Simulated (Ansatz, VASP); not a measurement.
# Cross-check of TaN between VASP and Ansatz, part 2 of 2

One calculation is typed for both programs; each brings its own data sets. How far apart do they land? Of the first pair: The structure shown is the end of the Ansatz relaxation below.

VASP 6.6.1 and Ansatz 0.2.0.

So far. Step 3 (VASP: single point, PBEsol): The run ends at a pressure of 4.56 GPa.

### 5. VASP: zone-centre phonons, PBEsol

Level of this step: PBEsol; plane waves and PAW (N, Ta_pv) (VASP).

Second derivatives magnify differences that forces hide, and they need a tight electronic threshold. The cell compared in this pair holds 19.13 Å³, against 21.04 Å³ for the pair before.

INCAR

```
SYSTEM = TaN
PREC = Accurate
ENCUT = 600
EDIFF = 1E-08
NELM = 120
ISMEAR = 1
SIGMA = 0.2
LREAL = .FALSE.
ALGO = Normal
GGA = PS
NBANDS = 14
LASPH = .TRUE.
LORBIT = 11
LWAVE = .FALSE.
LCHARG = .FALSE.
ISIF = 2
IBRION = 8
GGA_COMPAT = .FALSE.
KPAR = 2
```

POSCAR

```
TaN
1.0
    2.8163867811      0.0000000000      0.0000000000
   -1.4081933905      2.4390624993      0.0000000000
    0.0000000000      0.0000000000      2.7844296172
N Ta
1 1
Direct
    0.6666666667      0.3333333333      0.0000000000
    0.0000000000      1.0000000000      0.5000000000
```

KPOINTS

```
Automatic mesh
0
Gamma
18 18 16
0 0 0
```

The projector-augmented-wave data sets are N and Ta_pv (PBE family, release 64).

Run with:

```console
$ mpirun -np 2 vasp_std
```

Numbers of over 12 decimals in the logs are rounded to 6 here.

What it wrote:

```text
[banner, memory and clock lines left out]
running    2 mpi-ranks, on    1 nodes
[...]
[... a notice as in an earlier step ...]

 LDA part: xc-table for (Slater+PW92), standard interpolation
 POSCAR, INCAR and KPOINTS ok, starting setup
[...]
entering main loop
       N       E                     dE             d eps       ncg     rms          rms(c)
DAV:   1     0.104705292679E+03    0.10471E+03   -0.98246E+03  9332   0.136E+03
DAV:   2    -0.223182635755E+02   -0.12702E+03   -0.12048E+03 11214   0.356E+02
DAV:   3    -0.257625001094E+02   -0.34442E+01   -0.34256E+01 10854   0.579E+01
DAV:   4    -0.257778464978E+02   -0.15346E-01   -0.15344E-01 11142   0.410E+00
[...]
DAV:  13    -0.235002971791E+02   -0.22417E-07   -0.23522E-08 10692   0.161E-03    0.258E-03
DAV:  14    -0.235002971362E+02    0.42943E-07   -0.10932E-08  9382   0.980E-04    0.140E-04
DAV:  15    -0.235002971284E+02    0.77689E-08   -0.12388E-09  6858   0.459E-04
   1 F= -.23500297E+02 E0= -.23500543E+02  d E =0.736357E-03
[...]
RMM:  12    -0.153823076186E+00    0.25245E-07    0.49601E-08 88224   0.542E-05    0.343E-06
RMM:  13    -0.153823116375E+00   -0.40189E-07    0.38165E-08 83416   0.319E-05    0.131E-06
RMM:  14    -0.153823119389E+00   -0.30141E-08    0.20318E-08 74352   0.188E-05    0.104E-06
 first order change of Fermi-energy  -0.17929E-04
 force on displaced ion       2 direction 1 : -18.910   0.001   0.000
 Linear response progress:
  Degree of freedom:   4/  4
       N       E                     dE             d eps       ncg     rms          rms(c)
RMM:   1    -0.147767822995E+00   -0.14777E+00    0.10058E+01 15038   0.241E+01
RMM:   2    -0.176819686954E+00   -0.29052E-01   -0.26491E-02 22174   0.149E+00    0.145E-01
RMM:   3    -0.176206681167E+00    0.61301E-03   -0.20147E-03 26337   0.300E-01    0.777E-02
RMM:   4    -0.175712881657E+00    0.49380E-03   -0.20347E-04 27260   0.104E-01    0.205E-02
[...]
RMM:  12    -0.175580105535E+00    0.43299E-07   -0.20382E-07 28255   0.761E-05    0.365E-06
RMM:  13    -0.175580091393E+00    0.14142E-07   -0.13290E-07 29498   0.434E-05    0.592E-06
RMM:  14    -0.175580081567E+00    0.98265E-08   -0.72649E-08 25399   0.275E-05    0.763E-06
 first order change of Fermi-energy  -0.14453E-02
 force on displaced ion       2 direction 3 :  -0.000   0.000 -22.866
 Linear response finished
```

Parts of OUTCAR (step 5):

```text
  Total        5.8735307      5.8735307      5.9199398      0.0000000      0.0000000      0.0000000
  in kB      491.9923575    491.9923575    495.8797798      0.0000000      0.0000000      0.0000000
  external PRESSURE =     493.2881649 kB  Pullay stress =       0.0000000 kB

 POSITION                                       TOTAL-FORCE (eV/Angst)
 -----------------------------------------------------------------------------------
      1.40819      0.81302      0.00000         0.000000      0.000000      0.000000
      0.00000      0.00000      1.39221         0.000000      0.000000      0.000000
 -----------------------------------------------------------------------------------
    total drift:                               -0.000000      0.000000      0.000000

[... 1 part as in an earlier step ...]

[... 1 further part left out ...]
```

### 6. Ansatz: zone-centre phonons, PBEsol

The same cell, functional, mesh and smearing now go to Ansatz, which takes its cutoff from its data sets.

The cell is taken from a series of runs on this material, whose earlier steps may have relaxed, scaled, displaced or heated it; both programs get it as it stands.

input.yaml

```yaml
crystal:
  lattice:
    - [2.8163867811, 0.0, 0.0]
    - [-1.4081933905, 2.4390624993, 0.0]
    - [0.0, 0.0, 2.7844296172]
  atoms:
    - { symbol: "N", position: [0.6666666667, 0.3333333333, 0.0] }
    - { symbol: Ta, position: [0.0, 0.0, 0.5] }
kpoints:
  mp_grid: { grid: [18, 18, 16] }
hamiltonian:
  xc: pbesol
  pseudopotentials: { kind: paw, azcp: { folder: soft_1 }, xc_functional: pbe }
scf:
  occupations: { method: methfessel_paxton, width: 0.2 }
output:
  eigenvalues: true
phonons:
  method: dfpt
```

Run with:

```console
$ ansatz run input.yaml --threads 4 --pin off --max-ram 10240MiB --backend cpu --events-out ev --progress --plain --runs-dir out
```

What it wrote:

```text
zone centre: on kpoints.mp_grid the ground state, and the responses unless they are solved on pairs of k-points, stand on 819 of the mesh's 5184 k-points, reduced under 4 symmetry operations, with k and −k counted as one. Each operation leaves every solved displacement unchanged or reverses it
[...]
Crystal: 2 atoms, lattice volume = 19.127 Å³
[...]
k mesh reduced under 4 symmetry operations, with k and −k counted as one. Each operation leaves every solved displacement unchanged or reverses it
  ASR residual: 5.455e-5 → 0.000e0 eV/Å²; symmetrization residual: 2.216e-6 eV/Å²
  ASR residual per site (eV/Å²): 4.08e-5 5.45e-5
  Γ frequencies (cm⁻¹): 0.00 0.00 0.00 624.97 624.97 687.80
  non-analytic LO–TO correction: not included (Born effective charges unavailable; polar crystals: no LO–TO splitting at Γ)
[key lines of the parts left out:]
SCF converged after 8 iterations
Free energy (F): -10188.270714 eV
Fermi energy:    22.678918 eV
```

### 7. Comparison

What differs besides the data sets and the points named for the pairs above, as far as they apply: the data sets hold 18 valence electrons in Ansatz (on its PAW soft_1 files) and 16 in VASP. Total energies have different zeros and are not compared.

The two programs side by side:

```tsv
quantity	Ansatz	VASP	difference
optical mode 1 to 2 (cm⁻¹)	625.0	629.0	-0.64 %
optical mode 3 (cm⁻¹)	687.8	691.8	-0.58 %
```

Modes are paired by rising frequency, not by their patterns, so a pair may set unlike modes beside each other; they are those without the splitting of longitudinal modes.

### 8. What came out

| Item | Value |
| --- | --- |
| difference in pressure (single point, PBEsol) | -0.84 GPa |
| r.m.s. difference of the optical zone-centre modes, each program's sorted by frequency (zone-centre phonons, PBEsol) | 4.0 cm⁻¹ |
| difference in optical mode 1 to 2 (zone-centre phonons, PBEsol) | -0.6 % |

In words: The difference in pressure is -0.84 GPa (single point, PBEsol), within the 1 GPa picked in this series as the mark of a large difference. The data sets hold unlike numbers of valence electrons (18 in Ansatz and 16 in VASP), so part of the differences may come from the potentials. Among the rows given in per cent, the largest difference of the zone-centre phonons, PBEsol pair is in optical mode 1 to 2, -0.6 %. How closely two codes agree says nothing of how well the functional describes the real material.

[Lines on the potential files, build, host, timing and source positions are cut from VASP's logs without a mark.]

[Logs are printed without paths, hosts, clocks, repeated set-up lines and the standing remarks that a program may print on its own settings, such as how far it seeks lower states.]

[Hosts, paths, dates, database ids (printed as entryN), source tags and the programs' standing remarks are cut or masked in the printed files.]
